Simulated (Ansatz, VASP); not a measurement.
# SnH2: VASP beside Ansatz

Wanted: the spread between two codes on one cell, functional and k mesh. The cell is generated by rule, not measured, and may not be a known phase. The cell is taken from a series of runs on this material, whose earlier steps may have relaxed, scaled, displaced or heated it; both programs get it as it stands.

Method: plane waves, with VASP 6.6.1 beside it; zone-centre phonons at PBEsol, in Ansatz 0.2.0.

The structure was built from a prototype and need not be the compound's stable phase.

**1. Set-up**

The structure is orthorhombic, space group Imm2 (No. 44). The conventional cell has a = 2.954 Å, b = 3.792 Å, c = 8.049 Å, α = 90.00°, β = 90.00°, γ = 90.00°. Sn has 3 H at 1.77 to 1.94 Å nearest. Nearest to H lie 2 Sn at 1.94 Å. Nearest to H lie 1 Sn at 1.77 Å. Farther neighbours are not listed.

Structure file:

```cif
data_structure
_symmetry_space_group_name_H-M 'Imm2'
_symmetry_Int_Tables_number 44
_cell_length_a 2.9539
_cell_length_b 3.7917
_cell_length_c 8.0491
_cell_angle_alpha 90.000
_cell_angle_beta 90.000
_cell_angle_gamma 90.000
_cell_volume 90.15
loop_
_atom_site_label
_atom_site_type_symbol
_atom_site_symmetry_multiplicity
_atom_site_Wyckoff_symbol
_atom_site_fract_x
_atom_site_fract_y
_atom_site_fract_z
_atom_site_occupancy
Sn1 Sn 2 b 0.00000 0.50000 0.94305 1
H1 H 2 a 0.00000 0.00000 0.89482 1
H2 H 2 b 0.00000 0.50000 0.16244 1
```

**2. VASP: zone-centre phonons, PBEsol**

Second derivatives magnify differences that forces hide, and they need a tight electronic threshold.

Lines of VASP's logs that name or quote its potential files are left out, and so is its time.

INCAR

```
SYSTEM = SnH2
PREC = Accurate
ENCUT = 500
EDIFF = 1E-08
NELM = 120
ISMEAR = 1
SIGMA = 0.2
LREAL = .FALSE.
ALGO = Normal
GGA = PS
NBANDS = 14
LORBIT = 11
LWAVE = .FALSE.
LCHARG = .FALSE.
ISIF = 2
IBRION = 8
LASPH = .TRUE.
GGA_COMPAT = .FALSE.
KPAR = 2
```

POSCAR

```
SnH2
1.0
    4.2623927700     -1.8958705609     -0.4569217319
    4.2623927700      1.8958705609     -0.4569217319
   -0.7159025212      0.0000000000      2.8657907187
Sn H
1 2
Direct
    0.9137299054      0.9137299054      0.0569495403
    0.4619600951      0.4619600951      0.1053213645
    0.6943428449      0.6943428449      0.8377290953
```

KPOINTS

```
Automatic mesh
0
Gamma
14 14 14
0 0 0
```

PAW data sets: Sn_d and H (PBE family, release 64).

Launch:

```bash
$ mpirun -np 2 vasp_std
```

Numbers of over 12 decimals in the logs are rounded to 6 here.

Log:

```text
[banner, memory and clock lines left out]
running    2 mpi-ranks, on    1 nodes
 distrk:  each k-point on    1 cores,    2 groups
 distr:  one band on    1 cores,    1 groups

 POSCAR found type information on POSCAR SnH
 POSCAR found :  2 types and       3 ions
|                                                                             |
|               ----> ADVICE to this user running VASP <----                  |
|                                                                             |
|     You enforced a specific xc type in the INCAR file but a different       |
|     [... a line on the potential file left out ...]
|     I HOPE YOU KNOW WHAT YOU ARE DOING!                                     |
|                                                                             |

 LDA part: xc-table for (Slater+PW92), standard interpolation
 POSCAR, INCAR and KPOINTS ok, starting setup
 FFT: planning ... GRIDC
 FFT: planning ... GRID_SOFT
 FFT: planning ... GRID
 WAVECAR not read
 entering main loop
       N       E                     dE             d eps       ncg     rms          rms(c)
DAV:   1     0.854579934606E+02    0.85458E+02   -0.75875E+03 20964   0.155E+03
DAV:   2    -0.276112681001E+01   -0.88219E+02   -0.84081E+02 22254   0.329E+02
DAV:   3    -0.994151305170E+01   -0.71804E+01   -0.71470E+01 25872   0.825E+01
DAV:   4    -0.101118646324E+02   -0.17035E+00   -0.17033E+00 23970   0.142E+01
DAV:   5    -0.101173787267E+02   -0.55141E-02   -0.55140E-02 27626   0.253E+00    0.404E+00
DAV:   6    -0.980374121426E+01    0.31364E+00   -0.15756E-01 31576   0.529E+00    0.206E+00
DAV:   7    -0.972889634173E+01    0.74845E-01   -0.15444E-01 27054   0.349E+00    0.402E-01
DAV:   8    -0.972986796653E+01   -0.97162E-03   -0.34659E-02 25128   0.185E+00    0.127E-01
DAV:   9    -0.973015445499E+01   -0.28649E-03   -0.13888E-03 26918   0.335E-01    0.728E-02
DAV:  10    -0.973026970559E+01   -0.11525E-03   -0.25954E-04 24492   0.195E-01    0.321E-02
DAV:  11    -0.973029381554E+01   -0.24110E-04   -0.31033E-05 24468   0.702E-02    0.759E-03
DAV:  12    -0.973029534424E+01   -0.15287E-05   -0.54013E-06 25008   0.185E-02    0.333E-03
DAV:  13    -0.973029558043E+01   -0.23619E-06   -0.12708E-06 24858   0.964E-03    0.105E-03
DAV:  14    -0.973029555304E+01    0.27392E-07   -0.87174E-08 26732   0.230E-03    0.394E-04
DAV:  15    -0.973029557509E+01   -0.22057E-07   -0.10351E-08 21544   0.741E-04    0.712E-05
DAV:  16    -0.973029557458E+01    0.51841E-09   -0.59601E-10 12690   0.249E-04
   1 F= -.97302956E+01 E0= -.97301015E+01  d E =-.582345E-03
 Linear response reoptimize wavefunctions to high precision
DAV:   1    -0.973029557452E+01    0.58208E-10   -0.23288E-10 16242   0.204E-04
 Linear response DOF=           9
 Linear response progress:
  Degree of freedom:   1/  9
       N       E                     dE             d eps       ncg     rms          rms(c)
RMM:   1    -0.216956440694E+00   -0.21696E+00    0.53771E-01 24708   0.114E+01
RMM:   2    -0.224229071642E+00   -0.72726E-02   -0.17513E-02 37594   0.118E+00    0.952E-02
RMM:   3    -0.224217292952E+00    0.11779E-04   -0.12871E-03 39858   0.309E-01    0.468E-02
RMM:   4    -0.224064619581E+00    0.15267E-03   -0.13082E-04 40990   0.103E-01    0.118E-02
RMM:   5    -0.224062407336E+00    0.22122E-05   -0.13067E-05 41808   0.298E-02    0.498E-03
RMM:   6    -0.224061632007E+00    0.77533E-06   -0.17691E-06 39646   0.109E-02    0.149E-03
RMM:   7    -0.224057424985E+00    0.42070E-05   -0.37471E-07 41300   0.391E-03    0.423E-04
RMM:   8    -0.224054835466E+00    0.25895E-05   -0.46967E-09 40656   0.139E-03    0.259E-04
RMM:   9    -0.224053650360E+00    0.11851E-05    0.11377E-06 39158   0.678E-04    0.745E-05
RMM:  10    -0.224053698505E+00   -0.48144E-07    0.12870E-06 44125   0.306E-04    0.486E-05
RMM:  11    -0.224053657707E+00    0.40797E-07    0.87368E-07 43765   0.120E-04    0.283E-05
RMM:  12    -0.224053651733E+00    0.59748E-08    0.50505E-07 43495   0.625E-05    0.451E-06
RMM:  13    -0.224053633469E+00    0.18264E-07    0.30100E-07 42178   0.332E-05    0.712E-06
RMM:  14    -0.224053607947E+00    0.25522E-07    0.14662E-07 41967   0.206E-05    0.317E-06
RMM:  15    -0.224053591788E+00    0.16159E-07    0.79189E-08 39702   0.139E-05    0.261E-06
RMM:  16    -0.224053584833E+00    0.69553E-08    0.37359E-08 32066   0.106E-05    0.127E-06
 first order change of Fermi-energy  -0.97585E+00
 force on displaced ion       1 direction 1 : -10.361   0.000  -2.396
 Linear response progress:
  Degree of freedom:   2/  9
       N       E                     dE             d eps       ncg     rms          rms(c)
RMM:   1    -0.214268250845E+00   -0.21427E+00    0.56443E-01 45976   0.113E+01
RMM:   2    -0.220660632370E+00   -0.63924E-02   -0.16187E-02 69473   0.112E+00    0.714E-02
[...]
RMM:   6    -0.220922736292E+00    0.89719E-05   -0.10908E-06 77390   0.813E-03    0.139E-03
RMM:   7    -0.220912823510E+00    0.99128E-05   -0.19586E-07 74255   0.275E-03    0.190E-04
RMM:   8    -0.220913565539E+00   -0.74203E-06    0.36067E-09 79042   0.101E-03    0.937E-05
RMM:   9    -0.220913182629E+00    0.38291E-06    0.14509E-07 76793   0.387E-04    0.450E-05
RMM:  10    -0.220913097287E+00    0.85342E-07    0.21476E-07 79403   0.164E-04    0.123E-05
[...]
RMM:  11    -0.154439438396E-01   -0.64697E-08   -0.19423E-11 42310   0.667E-06    0.841E-07
 first order change of Fermi-energy   0.73818E+00
 force on displaced ion       2 direction 1 :  -1.394   0.000  -0.202
 Linear response progress:
  Degree of freedom:   5/  9
       N       E                     dE             d eps       ncg     rms          rms(c)
RMM:   1    -0.168649794473E-01   -0.16865E-01    0.10918E-02 73110   0.988E-01
RMM:   2    -0.159865281462E-01    0.87845E-03   -0.17656E-03 63773   0.274E-01    0.910E-02
RMM:   3    -0.162749175903E-01   -0.28839E-03   -0.97613E-05 69492   0.772E-02    0.510E-02
RMM:   4    -0.168762769018E-01   -0.60136E-03   -0.62495E-05 71612   0.559E-02    0.731E-03
RMM:   5    -0.169513929950E-01   -0.75116E-04   -0.28633E-06 73372   0.129E-02    0.868E-04
RMM:   6    -0.169553231255E-01   -0.39301E-05   -0.12877E-07 75264   0.285E-03    0.563E-04
RMM:   7    -0.169558341921E-01   -0.51107E-06   -0.14033E-08 71790   0.759E-04    0.627E-05
RMM:   8    -0.169564596432E-01   -0.62545E-06   -0.22886E-09 77831   0.187E-04    0.350E-05
RMM:   9    -0.169563061547E-01    0.15349E-06   -0.92910E-11 74296   0.620E-05    0.686E-06
RMM:  10    -0.169563335657E-01   -0.27411E-07   -0.71621E-10 82816   0.135E-05    0.479E-06
RMM:  11    -0.169563325753E-01    0.99045E-09    0.36068E-10 73128   0.506E-06    0.433E-07
 first order change of Fermi-energy  -0.13737E-04
 force on displaced ion       2 direction 2 :  -0.001  -5.138  -0.000
 Linear response progress:
  Degree of freedom:   6/  9
       N       E                     dE             d eps       ncg     rms          rms(c)
RMM:   1    -0.145418435688E-01   -0.14542E-01   -0.51334E-03 37647   0.550E-01
RMM:   2    -0.143855128921E-01    0.15633E-03   -0.21783E-04 34253   0.998E-02    0.524E-02
RMM:   3    -0.146355006150E-01   -0.24999E-03   -0.19499E-05 39484   0.308E-02    0.308E-02
RMM:   4    -0.150804856537E-01   -0.44499E-03   -0.16529E-05 38934   0.213E-02    0.190E-03
RMM:   5    -0.150997116403E-01   -0.19226E-04   -0.41015E-07 39916   0.486E-03    0.823E-04
RMM:   6    -0.150958879034E-01    0.38237E-05   -0.25157E-08 41160   0.113E-03    0.507E-04
RMM:   7    -0.150956882593E-01    0.19964E-06   -0.14728E-09 38008   0.412E-04    0.554E-05
RMM:   8    -0.150954639464E-01    0.22431E-06    0.29643E-10 41381   0.115E-04    0.186E-05
RMM:   9    -0.150954526386E-01    0.11308E-07   -0.35560E-11 38747   0.423E-05    0.103E-05
RMM:  10    -0.150954381303E-01    0.14508E-07   -0.70459E-11 42722   0.144E-05    0.266E-06
RMM:  11    -0.150954441874E-01   -0.60571E-08    0.19333E-10 40447   0.529E-06    0.611E-07
 first order change of Fermi-energy   0.18442E+00
 force on displaced ion       2 direction 3 :  -0.204   0.000  -0.635
 Linear response progress:
  Degree of freedom:   7/  9
       N       E                     dE             d eps       ncg     rms          rms(c)
RMM:   1    -0.167412899257E-01   -0.16741E-01   -0.22177E-03 34731   0.114E+00
RMM:   2    -0.157613318270E-01    0.97996E-03   -0.11662E-03 34725   0.257E-01    0.956E-02
RMM:   3    -0.160499156989E-01   -0.28858E-03   -0.91220E-05 37641   0.793E-02    0.535E-02
RMM:   4    -0.166006100905E-01   -0.55069E-03   -0.56658E-05 38745   0.527E-02    0.618E-03
RMM:   5    -0.166448249818E-01   -0.44215E-04   -0.27107E-06 37134   0.167E-02    0.198E-03
RMM:   6    -0.166513276194E-01   -0.65026E-05   -0.19486E-07 40061   0.481E-03    0.871E-04
RMM:   7    -0.166541417608E-01   -0.28141E-05   -0.39749E-08 36284   0.165E-03    0.248E-04
RMM:   8    -0.166550175741E-01   -0.87581E-06   -0.11999E-08 40097   0.640E-04    0.786E-05
RMM:   9    -0.166548789846E-01    0.13859E-06   -0.16217E-09 37598   0.203E-04    0.200E-05
RMM:  10    -0.166548078224E-01    0.71162E-07    0.99548E-10 39984   0.816E-05    0.993E-06
RMM:  11    -0.166548027774E-01    0.50450E-08   -0.71805E-11 43772   0.229E-05    0.649E-06
 first order change of Fermi-energy   0.23787E+00
 force on displaced ion       3 direction 1 :  -9.468   0.000  -2.173
 Linear response progress:
  Degree of freedom:   8/  9
       N       E                     dE             d eps       ncg     rms          rms(c)
RMM:   1    -0.156640053298E-01   -0.15664E-01   -0.97658E-03 74538   0.601E-01
RMM:   2    -0.152854798093E-01    0.37853E-03   -0.33998E-04 63850   0.136E-01    0.695E-02
RMM:   3    -0.155241902120E-01   -0.23871E-03   -0.45111E-05 73061   0.479E-02    0.395E-02
RMM:   4    -0.160008466207E-01   -0.47666E-03   -0.47752E-05 72355   0.411E-02    0.354E-03
RMM:   5    -0.160253233933E-01   -0.24477E-04   -0.81743E-07 71393   0.808E-03    0.796E-04
RMM:   6    -0.160251317630E-01    0.19163E-06    0.36412E-09 74362   0.192E-03    0.426E-04
RMM:   7    -0.160255663378E-01   -0.43457E-06    0.68534E-09 73657   0.594E-04    0.627E-05
RMM:   8    -0.160258049283E-01   -0.23859E-06    0.43072E-09 73456   0.140E-04    0.332E-05
RMM:   9    -0.160256949342E-01    0.10999E-06    0.22715E-09 73556   0.499E-05    0.502E-06
RMM:  10    -0.160256954105E-01   -0.47631E-09    0.76387E-10 81651   0.134E-05    0.189E-06
 first order change of Fermi-energy   0.42637E-03
 force on displaced ion       3 direction 2 :   0.001  -0.601   0.000
 Linear response progress:
  Degree of freedom:   9/  9
       N       E                     dE             d eps       ncg     rms          rms(c)
RMM:   1    -0.153130323722E-01   -0.15313E-01   -0.84990E-03 39983   0.641E-01
RMM:   2    -0.148872461049E-01    0.42579E-03   -0.46073E-04 34474   0.142E-01    0.696E-02
RMM:   3    -0.151310205831E-01   -0.24377E-03   -0.36290E-05 39239   0.455E-02    0.402E-02
RMM:   4    -0.156306612543E-01   -0.49964E-03   -0.32679E-05 38819   0.370E-02    0.229E-03
RMM:   5    -0.156450982879E-01   -0.14437E-04    0.17744E-08 38179   0.782E-03    0.951E-04
RMM:   6    -0.156444337612E-01    0.66453E-06   -0.37096E-09 40248   0.235E-03    0.401E-04
RMM:   7    -0.156456267800E-01   -0.11930E-05   -0.15052E-07 37812   0.664E-04    0.130E-04
RMM:   8    -0.156457418149E-01   -0.11503E-06    0.11094E-08 40807   0.248E-04    0.387E-05
RMM:   9    -0.156457166716E-01    0.25143E-07    0.64894E-10 40513   0.673E-05    0.144E-05
RMM:  10    -0.156456752934E-01    0.41378E-07   -0.23537E-09 41426   0.265E-05    0.307E-06
RMM:  11    -0.156456799543E-01   -0.46609E-08   -0.83826E-11 43636   0.845E-06    0.115E-06
 first order change of Fermi-energy   0.59137E-01
 force on displaced ion       3 direction 3 :  -2.179   0.000  -1.300
 Linear response finished
```

OUTCAR, selected parts (step 2):

```text
ion  position               nearest neighbor table
   1  0.914  0.914  0.057-   3 1.77   2 1.94   2 1.94
   2  0.462  0.462  0.105-   1 1.94   1 1.94
   3  0.694  0.694  0.838-   1 1.77

  LATTYP: Found a base centered monoclinic cell.
 ALAT       =     8.5736269093
 B/A-ratio  =     0.4422563708
 C/A-ratio  =     0.3445283212
 COS(beta)  =    -0.3443911742

 Subroutine GETGRP returns: Found  2 space group operations
 (whereof  2 operations were pure point group operations)

The static configuration has the point symmetry C_1h.

 Found    744 irreducible k-points:

   k-points           NKPTS =    744   k-points in BZ     NKDIM =    744   number of bands    NBANDS=     14

   dimension x,y,z NGX =    36 NGY =   36 NGZ =   24
   dimension x,y,z NGXF=    72 NGYF=   72 NGZF=   48

   ENCUT  =  500.0 eV  36.75 Ry    6.06 a.u.   8.55  8.55  5.39*2*pi/ulx,y,z

   NELECT =      16.0000    total number of electrons

 k-points in reciprocal lattice and weights: Automatic mesh
   0.00000000  0.00000000  0.00000000       0.000
   0.07142857 -0.00000000  0.00000000       0.001
   0.14285714  0.00000000 -0.00000000       0.001
   0.21428571 -0.00000000  0.00000000       0.001
   0.28571429 -0.00000000  0.00000000       0.001
   0.35714286 -0.00000000  0.00000000       0.001
   0.42857143 -0.00000000  0.00000000       0.001
   0.50000000 -0.00000000  0.00000000       0.001
   0.07142857  0.07142857  0.00000000       0.001
[...]
-0.42857143  0.42857143  0.50000000       0.001
   0.50000000  0.50000000  0.50000000       0.000

 average (electrostatic) potential at core
       1-102.9617       2 -32.9881       3 -32.0561

  Total       -0.0564004     -0.0373752     -0.0357820      0.0000000      0.0000000     -0.0055910
  in kB       -2.0046804     -1.3284541     -1.2718263      0.0000000      0.0000000     -0.1987253
  external PRESSURE =      -1.5349869 kB  Pullay stress =       0.0000000 kB

  energy-cutoff  :      500.00
  volume of cell :       45.08
      direct lattice vectors                 reciprocal lattice vectors
     4.262392770 -1.895870561 -0.456921732     0.120532776 -0.263731085  0.030110265
     4.262392770  1.895870561 -0.456921732     0.120532776  0.263731085  0.030110265
    -0.715902521  0.000000000  2.865790719     0.038435497  0.000000000  0.358545396

 POSITION                                       TOTAL-FORCE (eV/Angst)
 -----------------------------------------------------------------------------------
      7.74858      0.00000     -0.67180        -0.011596      0.000000     -0.002810
      3.86271      0.00000     -0.12033        -0.000030      0.000000     -0.000071
      5.31939      0.00000      1.76624         0.011627      0.000000      0.002880
 -----------------------------------------------------------------------------------
    total drift:                               -0.000195      0.000000     -0.000315

 Eigenvectors and eigenvalues of the dynamical matrix
 ----------------------------------------------------

   1 f  =   49.678824 THz   312.141260 2PiTHz 1657.107213 cm-1   205.455017 meV
             X         Y         Z           dx          dy          dz
      7.748581  0.000000 -0.671801     0.086247    0.000000    0.021539
      3.862711  0.000000 -0.120330     0.025860   -0.000000    0.006351
      5.319391  0.000000  1.766236    -0.966011   -0.000000   -0.241269

   2 f  =   35.609949 THz   223.743907 2PiTHz 1187.820032 cm-1   147.270848 meV
             X         Y         Z           dx          dy          dz
      7.748581  0.000000 -0.671801    -0.000000    0.094229    0.000000
      3.862711  0.000000 -0.120330    -0.000000   -0.995058   -0.000000
      5.319391  0.000000  1.766236    -0.000000   -0.031315    0.000000

   3 f  =   18.830397 THz   118.314874 2PiTHz  628.114437 cm-1    77.876230 meV
             X         Y         Z           dx          dy          dz
      7.748581  0.000000 -0.671801     0.090135   -0.000000    0.022604
      3.862711  0.000000 -0.120330    -0.965596    0.000000   -0.242184
      5.319391  0.000000  1.766236    -0.017763    0.000000   -0.004511

   4 f  =   15.378949 THz    96.628786 2PiTHz  512.986517 cm-1    63.602193 meV
             X         Y         Z           dx          dy          dz
      7.748581  0.000000 -0.671801     0.004575   -0.000000   -0.018719
      3.862711  0.000000 -0.120330     0.144436   -0.000000   -0.576161
      5.319391  0.000000  1.766236    -0.194814    0.000000    0.780290

   5 f  =   12.126827 THz    76.195099 2PiTHz  404.507397 cm-1    50.152503 meV
             X         Y         Z           dx          dy          dz
      7.748581  0.000000 -0.671801    -0.000000   -0.088028    0.000000
      3.862711  0.000000 -0.120330     0.000000   -0.039660   -0.000000
      5.319391  0.000000  1.766236     0.000000    0.995328   -0.000000

   6 f  =    9.631438 THz    60.516111 2PiTHz  321.270197 cm-1    39.832410 meV
             X         Y         Z           dx          dy          dz
      7.748581  0.000000 -0.671801     0.030782   -0.000000   -0.124402
      3.862711  0.000000 -0.120330    -0.194509   -0.000000    0.775193
      5.319391  0.000000  1.766236    -0.142418    0.000000    0.569680

   7 f/i=    0.002870 THz     0.018030 2PiTHz    0.095718 cm-1     0.011867 meV
             X         Y         Z           dx          dy          dz
      7.748581  0.000000 -0.671801    -0.971655   -0.000000    0.198335
      3.862711  0.000000 -0.120330    -0.089093   -0.000000    0.018302
      5.319391  0.000000  1.766236    -0.089140   -0.000000    0.018205

   8 f/i=    0.003912 THz     0.024578 2PiTHz    0.130482 cm-1     0.016178 meV
             X         Y         Z           dx          dy          dz
      7.748581  0.000000 -0.671801     0.000000   -0.991651   -0.000000
      3.862711  0.000000 -0.120330     0.000000   -0.091032   -0.000000
      5.319391  0.000000  1.766236     0.000000   -0.091331   -0.000000

   9 f/i=    0.009505 THz     0.059719 2PiTHz    0.317036 cm-1     0.039307 meV
             X         Y         Z           dx          dy          dz
      7.748581  0.000000 -0.671801     0.198382    0.000000    0.971526
      3.862711  0.000000 -0.120330     0.017957    0.000000    0.089918
      5.319391  0.000000  1.766236     0.018038    0.000000    0.089718

 ELASTIC MODULI CONTR FROM IONIC RELAXATION (kBar)
 Direction    XX          YY          ZZ          XY          YZ          ZX
 --------------------------------------------------------------------------------
 XX        -954.9670    -14.1426    -28.0139      0.0000      0.0000   -224.8112
 YY         -14.1426   -367.4402     87.0375     -0.0000     -0.0000    -40.3633
 ZZ         -28.0139     87.0375    -31.5158      0.0000      0.0000     -9.1636
 XY           0.0000     -0.0000      0.0000   -109.0512    -23.1698      0.0000
 YZ           0.0000     -0.0000      0.0000    -23.1698     -5.0455      0.0000
 ZX        -224.8112    -40.3633     -9.1636      0.0000      0.0000    -95.4006
 --------------------------------------------------------------------------------
```

[end of part 1 of 2]

[Lines on the potential files, build, host, timing and source positions are cut from VASP's logs without a mark.]

[Logs are printed without paths, hosts, clocks, repeated set-up lines and the standing remarks that a program may print on its own settings, such as how far it seeks lower states.]

[Hosts, paths, dates, database ids (printed as entryN), source tags and the programs' standing remarks are cut or masked in the printed files.]
